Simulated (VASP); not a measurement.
# Cu3Pd with and without spin-orbit coupling, part 4 of 4

What does spin-orbit coupling change in Cu3Pd, and what does it cost? All runs use LDA. The start is a cell from a database of measured crystal structures.

VASP 6.6.1, plane waves and PAW; the level of theory is named at each step.

Still holding for the runs below: This run has no spin polarisation. Its electron count is odd, so without a moment it is a metal by construction. The k-mesh is coarse for a metal.

So far. Step 6 (Total and projected DOS (LDA + SOC)): The DOS at the Fermi level goes from 1.78 to 1.80 states/eV/cell, a number that is sensitive to the mesh. The run took 3.3 times the core time, with 54 spinor bands against 35. Of the states within 0.3 eV of the Fermi level, the largest shares in the PAW spheres are Cu d 41 %, Pd d 19 % and Cu p 10 %. The rest lies in smaller channels or between the spheres. Step 7 (Full relaxation (LDA)): It ends with forces that vanish by symmetry and a pressure of -0.01 GPa.

The database entry behind the starting cell is an old determination (1931), so it need not match the best structure at ambient conditions.

### Step 8. Full relaxation (LDA + SOC)

This step: LDA, spin-orbit coupling; plane waves and PAW (Cu, Pd) (VASP 6.6.1).

The same relaxation with spinors and spin-orbit coupling.

File INCAR:

```
SYSTEM = Cu3Pd
PREC = Accurate
ENCUT = 400
EDIFF = 1E-06
NELM = 100
ISMEAR = -1
SIGMA = 0.05
LREAL = .FALSE.
ALGO = Normal
GGA = CA
LNONCOLLINEAR = .TRUE.
MAGMOM = 0 0 0 0 0 0 0 0 0 0 0 0
NBANDS = 54
GGA_COMPAT = .FALSE.
LASPH = .TRUE.
LSORBIT = .TRUE.
LMAXMIX = 4
LORBIT = 11
LWAVE = .FALSE.
LCHARG = .FALSE.
KPAR = 4
IBRION = 2
NSW = 60
ISIF = 3
EDIFFG = -0.01
```

File POSCAR:

```
Cu3Pd
1.0
    3.6900000000      0.0000000000      0.0000000000
    0.0000000000      3.6900000000      0.0000000000
    0.0000000000      0.0000000000      3.6900000000
Cu Pd
3 1
Direct
    0.0000000000      0.5000000000      0.5000000000
    0.5000000000      0.0000000000      0.5000000000
    0.5000000000      0.5000000000      0.0000000000
    0.0000000000      0.0000000000      0.0000000000
```

File KPOINTS:

```
Automatic mesh
0
Gamma
7 7 7
0 0 0
```

PAW data sets: Cu and Pd (LDA family, release 64).

Started as:

```
> mpirun -np 4 vasp_ncl
```

The program printed:

```text
[... set-up lines as in an earlier step ...]
 entering main loop
       N       E                     dE             d eps       ncg     rms          rms(c)
[... 15 cycles as in an earlier step ...]
   1 F= -.20974712E+02 E0= -.20968222E+02  d E =-.209747E+02  mag=    -0.0000    -0.0000     0.0000
 curvature:   0.00 expect dE= 0.000E+00 dE for cont linesearch  0.000E+00
 trial: gam= 0.00000 g(F)=  0.000E+00 g(S)=  0.397E+00 ort = 0.000E+00 (trialstep = 0.100E+01)
 search vector abs. value=  0.397E+00
 bond charge predicted
       N       E                     dE             d eps       ncg     rms          rms(c)
DAV:   1    -0.336175345780E+02   -0.12643E+02   -0.17265E+02  2420   0.244E+02    0.307E+01
DAV:   2    -0.268198386394E+02    0.67977E+01   -0.99647E+01  2316   0.276E+02    0.146E+01
DAV:   3    -0.216917812010E+02    0.51281E+01   -0.26650E+01  2768   0.151E+02    0.700E+00
DAV:   4    -0.211009913374E+02    0.59079E+00   -0.18069E+00  3338   0.267E+01    0.295E+00
DAV:   5    -0.209851538040E+02    0.11584E+00   -0.43041E-01  3178   0.957E+00    0.141E+00
DAV:   6    -0.209728381837E+02    0.12316E-01   -0.90959E-02  2470   0.507E+00    0.641E-01
DAV:   7    -0.209724693015E+02    0.36888E-03   -0.90826E-03  2846   0.192E+00    0.202E-01
DAV:   8    -0.209721428235E+02    0.32648E-03   -0.44035E-03  3718   0.167E+00    0.165E-01
DAV:   9    -0.209717681577E+02    0.37467E-03   -0.99008E-04  3224   0.104E+00    0.388E-02
DAV:  10    -0.209717579893E+02    0.10168E-04   -0.10019E-04  2788   0.112E-01    0.205E-02
DAV:  11    -0.209717508525E+02    0.71367E-05   -0.13380E-05  3840   0.980E-02    0.487E-03
DAV:  12    -0.209717508217E+02    0.30862E-07   -0.45916E-06  2914   0.475E-02
   2 F= -.20971751E+02 E0= -.20965985E+02  d E =0.296143E-02  mag=     0.0000    -0.0000     0.0000
 trial-energy change:    0.002961  1 .order    0.028374   -0.397137    0.453886
 step:   0.5114(harm=  0.4667)  dis= 0.00000  next Energy=   -21.079665 (dE=-0.105E+00)
 bond charge predicted
       N       E                     dE             d eps       ncg     rms          rms(c)
DAV:   1    -0.238630262545E+02   -0.28913E+01   -0.45906E+01  2368   0.144E+02    0.130E+01
DAV:   2    -0.216458900310E+02    0.22171E+01   -0.16069E+01  2400   0.111E+02    0.415E+00
DAV:   3    -0.212851292426E+02    0.36076E+00   -0.32496E+00  2436   0.616E+01    0.392E+00
DAV:   4    -0.211281447993E+02    0.15698E+00   -0.26229E-01  3036   0.177E+01    0.181E+00
DAV:   5    -0.210822582826E+02    0.45887E-01   -0.50945E-02  3736   0.525E+00    0.229E-01
DAV:   6    -0.210825581281E+02   -0.29985E-03   -0.92178E-03  2548   0.123E+00    0.115E-01
DAV:   7    -0.210825587690E+02   -0.64090E-06   -0.18399E-04  3286   0.226E-01    0.701E-02
DAV:   8    -0.210825589155E+02   -0.14652E-06   -0.39263E-05  3310   0.750E-02    0.172E-02
DAV:   9    -0.210825567203E+02    0.21953E-05   -0.61116E-06  2600   0.378E-02    0.748E-03
DAV:  10    -0.210825564179E+02    0.30240E-06   -0.69733E-07  1244   0.258E-02
   3 F= -.21082556E+02 E0= -.21076513E+02  d E =-.107844E+00  mag=     0.0000     0.0000     0.0000
 curvature:  -0.23 expect dE=-0.510E-05 dE for cont linesearch -0.510E-05
 trial: gam=-0.00739 g(F)=  0.150E-63 g(S)=  0.220E-04 ort = 0.296E-02 (trialstep = 0.902E+00)
 search vector abs. value=  0.132E-08
 reached required accuracy - stopping structural energy minimisation
```

Wall time 23 s (4 MPI ranks of AMD EPYC 9R45, shared host); peak memory 0.8 GiB.

OUTCAR, selected parts (step 8):

```text
   NELECT =      43.0000    total number of electrons

 E-fermi :   8.7423

 k-point     1 :       0.0000    0.0000    0.0000
  band No.  band energies     occupation
    ...
     38       8.2885      0.99989
     39       8.2885      0.99989
     40       8.2885      0.99989
     41       8.4370      0.99777
     42       8.4370      0.99777
     43      10.6869      0.00000
     44      10.6869      0.00000
     45      10.8066      0.00000
     46      10.8066      0.00000
     47      10.8066      0.00000
    ...

  Total       -0.0246646     -0.0246646     -0.0246646     -0.0000000     -0.0000000      0.0000000
  in kB       -0.8367698     -0.8367698     -0.8367698     -0.0000000     -0.0000000      0.0000000
  external PRESSURE =      -0.8367698 kB  Pullay stress =       0.0000000 kB

 POSITION                                       TOTAL-FORCE (eV/Angst)
 -----------------------------------------------------------------------------------
      0.00000      1.80730      1.80730        -0.000000      0.000000      0.000000
      1.80730      0.00000      1.80730         0.000000      0.000000      0.000000
      1.80730      1.80730      0.00000         0.000000      0.000000      0.000000
      0.00000      0.00000      0.00000         0.000000      0.000000      0.000000
 -----------------------------------------------------------------------------------
    total drift:                                0.000000     -0.000000     -0.000000

  FREE ENERGIE OF THE ION-ELECTRON SYSTEM (eV)
  ---------------------------------------------------
  free  energy   TOTEN  =       -21.0825564179 eV

  energy  without entropy=      -21.0704694860  energy(sigma->0) =      -21.07651295

 Spin-Orbit-Coupling matrix elements
 Ion:    1  E_soc:     -0.0140080
 Ion:    2  E_soc:     -0.0140080
 Ion:    3  E_soc:     -0.0140080
 Ion:    4  E_soc:     -0.0721479

 magnetization (x)
# of ion       s       p       d       tot
------------------------------------------
    1        0.000   0.000   0.000   0.000
    2        0.000   0.000   0.000   0.000
    3        0.000   0.000   0.000   0.000
    4       -0.000   0.000   0.000  -0.000
--------------------------------------------------
tot         -0.000   0.000   0.000   0.000

 magnetization (y)
# of ion       s       p       d       tot
------------------------------------------
    1        0.000  -0.000  -0.000  -0.000
    2        0.000   0.000   0.000   0.000
    3        0.000   0.000   0.000   0.000
    4        0.000   0.000   0.000   0.000
--------------------------------------------------
tot          0.000   0.000   0.000   0.000

 magnetization (z)
# of ion       s       p       d       tot
------------------------------------------
    1        0.000   0.000   0.000   0.000
    2       -0.000  -0.000  -0.000  -0.000
    3       -0.000   0.000  -0.000  -0.000
    4       -0.000   0.000   0.000  -0.000
--------------------------------------------------
tot         -0.000   0.000  -0.000  -0.000

[... 8 parts as in an earlier step ...]

[... 10 further parts left out ...]
```

Relaxation path:

```
step  energy less that of the first step (eV)  largest force (eV/Å)  pressure (GPa)  volume (Å³)
   1                                   0.0000                0.0000          -10.56        50.24
   2                                   0.0030                0.0000           13.65        44.46
   3                                  -0.1078                0.0000           -0.08        47.23
```

```csv
"conventional cell, symmetrised",before,after,change
a (Å),3.690,3.615,-2.0 %
b (Å),3.690,3.615,-2.0 %
c (Å),3.690,3.615,-2.0 %
volume (Å³/atom),12.56,11.81,-6.0 %
```

The relaxed structure:

```cif
data_structure
_symmetry_space_group_name_H-M 'P 1'
_symmetry_Int_Tables_number 1
_cell_length_a 3.6146
_cell_length_b 3.6146
_cell_length_c 3.6146
_cell_angle_alpha 90.000
_cell_angle_beta 90.000
_cell_angle_gamma 90.000
_cell_volume 47.23
loop_
_atom_site_label
_atom_site_type_symbol
_atom_site_fract_x
_atom_site_fract_y
_atom_site_fract_z
_atom_site_occupancy
Cu1 Cu 0.00000 0.50000 0.50000 1
Cu2 Cu 0.50000 0.00000 0.50000 1
Cu3 Cu 0.50000 0.50000 0.00000 1
Pd4 Pd 0.00000 0.00000 0.00000 1
```

Numbers from this step:

```
bands                           : 54
free energy (TOTEN)             : -21.08 eV
energy at zero smearing         : -21.08 eV
Fermi energy                    : 8.742 eV
pressure                        : -0.08368 GPa
SCF cycles over all ionic steps : 37
```

On-site spin-orbit energy by atom:

| atom | on-site spin-orbit energy (eV) |
| --- | --- |
| Cu1 | -0.0140 |
| Cu2 | -0.0140 |
| Cu3 | -0.0140 |
| Pd4 | -0.0721 |

The cell ends at 11.81 Å³/atom, under 0.05 % from the run without the coupling. The run took 4.1 times the core time, with 54 spinor bands against 27.

The cell shrank by 6.0 % in volume.

### Step 9. The runs together

| quantity | without | with spin-orbit coupling |
| --- | --- | --- |
| gap (eV) | none | none |
| core minutes, bands | 0.55 | 2 |
| DOS at the Fermi level (states/eV/cell) | 1.78 | 1.80 |
| core minutes, DOS | 0.21 | 0.71 |
| relaxed volume (Å³/atom) | 11.81 | 11.81 |
| core minutes, relaxation | 0.37 | 1.5 |

### Step 10. Outcome

| Quantity | Value |
| --- | --- |
| gap (eV), without → with | none → none |
| DOS at the Fermi level (states/eV/cell), without → with | 1.78 → 1.80 |
| relaxed volume (Å³/atom), without → with | 11.81 → 11.81 |

**Reading.** Cu3Pd has no gap with or without spin-orbit coupling. The relaxed volume moves by under 0.05 %. The spinor runs cost 3.3 to 4.1 times as much, on a shared host. The k-sampling is coarse for a metal, so the Fermi level, pressures and the shape of the cell carry errors. With an odd electron count and no spin the cell is a metal by construction.

[Lines on the potential files, build, host, timing and source positions are cut from VASP's logs without a mark.]

[Logs are printed without paths, hosts, clocks, repeated set-up lines and the standing remarks that a program may print on its own settings, such as how far it seeks lower states.]

[Hosts, paths, dates, database ids (printed as entryN), source tags and the programs' standing remarks are cut or masked in the printed files.]

[A measured line is paired with the nearest computed mode of its activity, which favours agreement.]
